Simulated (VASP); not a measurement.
Output of a VASP run:

**OUTCAR**
```
 ion  position               nearest neighbor table
   1  0.000  0.000  0.000-   2 2.52   2 2.52   2 2.52   2 2.52   2 2.52   2 2.52   2 2.52   2 2.52
  LATTYP: Found a simple cubic cell.
 ALAT       =     2.9058083900
 Subroutine PRICEL returns:
 Original cell was already a primitive cell.
 Subroutine GETGRP returns: Found 48 space group operations
The static configuration has the point symmetry O_h .
The dynamic configuration has the point symmetry O_h .
 Subroutine INISYM returns: Found 48 space group operations
 Subroutine IBZKPT returns following result:
 Found     84 irreducible k-points:

 Following reciprocal coordinates:
            Coordinates               Weight
  0.000000  0.000000  0.000000      1.000000
  0.083333  0.000000  0.000000      6.000000
  0.166667  0.000000  0.000000      6.000000
  0.250000  0.000000  0.000000      6.000000
  0.333333  0.000000  0.000000      6.000000
  0.416667  0.000000  0.000000      6.000000
  0.500000  0.000000  0.000000      3.000000
  0.083333  0.083333  0.000000     12.000000
  0.166667  0.083333  0.000000     24.000000
  0.250000  0.083333  0.000000     24.000000
  0.333333  0.083333  0.000000     24.000000
  0.416667  0.083333  0.000000     24.000000
  0.500000  0.083333  0.000000     12.000000
  0.166667  0.166667  0.000000     12.000000
  0.250000  0.166667  0.000000     24.000000
  0.333333  0.166667  0.000000     24.000000
  0.416667  0.166667  0.000000     24.000000
  0.500000  0.166667  0.000000     12.000000
  0.250000  0.250000  0.000000     12.000000
  0.333333  0.250000  0.000000     24.000000
  0.416667  0.250000  0.000000     24.000000
  0.500000  0.250000  0.000000     12.000000
  0.333333  0.333333  0.000000     12.000000
  0.416667  0.333333  0.000000     24.000000
  0.500000  0.333333  0.000000     12.000000
  0.416667  0.416667  0.000000     12.000000
  0.500000  0.416667  0.000000     12.000000
  0.500000  0.500000  0.000000      3.000000
  0.083333  0.083333  0.083333      8.000000
  0.166667  0.083333  0.083333     24.000000
  0.250000  0.083333  0.083333     24.000000
  0.333333  0.083333  0.083333     24.000000
  0.416667  0.083333  0.083333     24.000000
  0.500000  0.083333  0.083333     12.000000
  0.166667  0.166667  0.083333     24.000000
  0.250000  0.166667  0.083333     48.000000
  0.333333  0.166667  0.083333     48.000000
  0.416667  0.166667  0.083333     48.000000
  0.500000  0.166667  0.083333     24.000000
  0.250000  0.250000  0.083333     24.000000
   k-points           NKPTS =     84   k-points in BZ     NKDIM =     84   number of bands    NBANDS=     14
   number of dos      NEDOS =    301   number of ions     NIONS =      2
   total plane-waves  NPLWV =  13824
   dimension x,y,z NGX =    24 NGY =   24 NGZ =   24
   dimension x,y,z NGXF=    48 NGYF=   48 NGZF=   48
   ions per type =               1   1
   PREC   = accura    normal or accurate (medium, high low for compatibility)
   ISTART =      0    job   : 0-new  1-cont  2-samecut
   ICHARG =      2    charge: 1-file 2-atom 10-const
   ISPIN  =      1    spin polarized calculation?
   LNONCOLLINEAR =      F non collinear calculations
   LSORBIT =      F    spin-orbit coupling
   INIWAV =      1    electr: 0-lowe 1-rand  2-diag
   ENCUT  =  520.0 eV  38.22 Ry    6.18 a.u.   5.40  5.40  5.40*2*pi/ulx,y,z
   NELM   =    100;   NELMIN=  2; NELMDL= -5     # of ELM steps
   EDIFF  = 0.1E-06   stopping-criterion for ELM
   LREAL  =      F    real-space projection
   NLSPLINE    = F    spline interpolate recip. space projectors
   LMAXMIX     =    4 max onsite mixed and CHGCAR
   VOSKOWN=      0    Vosko Wilk Nusair interpolation
   EDIFFG = 0.1E-05   stopping-criterion for IOM
   NSW    =      0    number of steps for IOM
   NBLOCK =      1;   KBLOCK =      1    inner block; outer block
   IBRION =     -1    ionic relax: 0-MD 1-quasi-New 2-CG
   NFREE  =      0    steps in history (QN), initial steepest desc. (CG)
...
```

OSZICAR:
```
       N       E                     dE             d eps       ncg     rms          rms(c)
DAV:   1     0.151714791209E+03    0.15171E+03   -0.10620E+04  2352   0.192E+03
DAV:   2    -0.827863490994E+01   -0.15999E+03   -0.15730E+03  2406   0.410E+02
DAV:   3    -0.174385140249E+02   -0.91599E+01   -0.90908E+01  3766   0.107E+02
DAV:   4    -0.176880327049E+02   -0.24952E+00   -0.24672E+00  2796   0.149E+01
DAV:   5    -0.176987504648E+02   -0.10718E-01   -0.10717E-01  3518   0.279E+00    0.143E+01
DAV:   6    -0.161320800118E+02    0.15667E+01   -0.13186E+01  2600   0.564E+01    0.726E+00
DAV:   7    -0.176940008627E+02   -0.15619E+01   -0.24159E+01  3746   0.509E+01    0.197E+01
DAV:   8    -0.155542852056E+02    0.21397E+01   -0.12815E+01  3488   0.367E+01    0.180E+00
DAV:   9    -0.155879603407E+02   -0.33675E-01   -0.27847E-01  3302   0.540E+00    0.185E+00
DAV:  10    -0.155720323101E+02    0.15928E-01   -0.83270E-02  3526   0.373E+00    0.456E-01
DAV:  11    -0.155708068554E+02    0.12255E-02   -0.64353E-03  2972   0.961E-01    0.243E-01
DAV:  12    -0.155703675126E+02    0.43934E-03   -0.17493E-03  3700   0.383E-01    0.595E-02
DAV:  13    -0.155703382854E+02    0.29227E-04   -0.97228E-05  2798   0.111E-01    0.347E-02
DAV:  14    -0.155703307289E+02    0.75565E-05   -0.45232E-05  3342   0.678E-02    0.361E-03
DAV:  15    -0.155703305817E+02    0.14722E-06   -0.12010E-06  2596   0.141E-02    0.146E-03
DAV:  16    -0.155703305888E+02   -0.71209E-08   -0.73695E-08  1518   0.410E-03
   1 F= -.16498906E+02 E0= -.16498490E+02  d E =-.124876E-02
```

**OUTCAR**
```
------------------------ aborting loop because EDIFF is reached ----------------------------------------
 Edisp (eV)   -0.92858
  FORCE on cell =-STRESS in cart. coord.  units (eV):
  Direction    XX          YY          ZZ          XY          YZ          ZX
  --------------------------------------------------------------------------------------
  Total       0.89969     0.89969     0.89969     0.00000    -0.00000    -0.00000
  in kB      58.74947    58.74947    58.74947     0.00000    -0.00000    -0.00000
  external pressure =       58.75 kB  Pullay stress =        0.00 kB
  volume of cell :       24.54
      direct lattice vectors                 reciprocal lattice vectors
     2.905808390  0.000000000  0.000000000     0.344138314  0.000000000  0.000000000
     0.000000000  2.905808390  0.000000000     0.000000000  0.344138314  0.000000000
     0.000000000  0.000000000  2.905808390     0.000000000  0.000000000  0.344138314
 POSITION                                       TOTAL-FORCE (eV/Angst)
 -----------------------------------------------------------------------------------
      0.00000      0.00000      0.00000         0.000000      0.000000      0.000000
      1.45290      1.45290      1.45290         0.000000      0.000000      0.000000
 -----------------------------------------------------------------------------------
    total drift:                                0.000000      0.000000     -0.000000
  FREE ENERGIE OF THE ION-ELECTRON SYSTEM (eV)
  ---------------------------------------------------
  free  energy   TOTEN  =       -16.4989057911 eV

  energy  without entropy=      -16.4976570294  energy(sigma->0) =      -16.49848954
```
(Selected blocks of OUTCAR.)

File POSCAR:
```
TiCo
1
    2.9058083900     0.0000000000     0.0000000000
    0.0000000000     2.9058083900     0.0000000000
    0.0000000000     0.0000000000     2.9058083900
Ti Co
1 1
Direct
  0.0000000000   0.0000000000   0.0000000000
  0.5000000000   0.5000000000   0.5000000000
```

Problem. Write an INCAR and KPOINTS that could have produced this output.

Solution. Several could match; the one computed here: the input of the run itself, PBE GGA with D3 dispersion (zero damping), plane waves, VASP's PBE PAW potentials (set 64).

### INCAR
```
SYSTEM = TiCo
PREC = Accurate
ENCUT = 520
EDIFF = 1E-7
NELM = 100
ALGO = Normal
LREAL = .FALSE.
LASPH = .TRUE.
ISMEAR = 1
SIGMA = 0.1
GGA = PE
IVDW = 11
LMAXMIX = 4
LWAVE = .FALSE.
LCHARG = .FALSE.
ISIF = 2
```

**KPOINTS**
```
Automatic mesh
0
Gamma
12 12 12
0 0 0
```

POTCAR, in this order: Ti_sv Co (PBE.64 set). Program: vasp_std.

The compound is TiCo in the CsCl type structure. This cell is one point of a volume scan, at 0.97 of the reference volume. The run is not spin-polarised, so no magnetic state was tried. The electron count is odd and the run is not spin-polarised, which forces a metal.
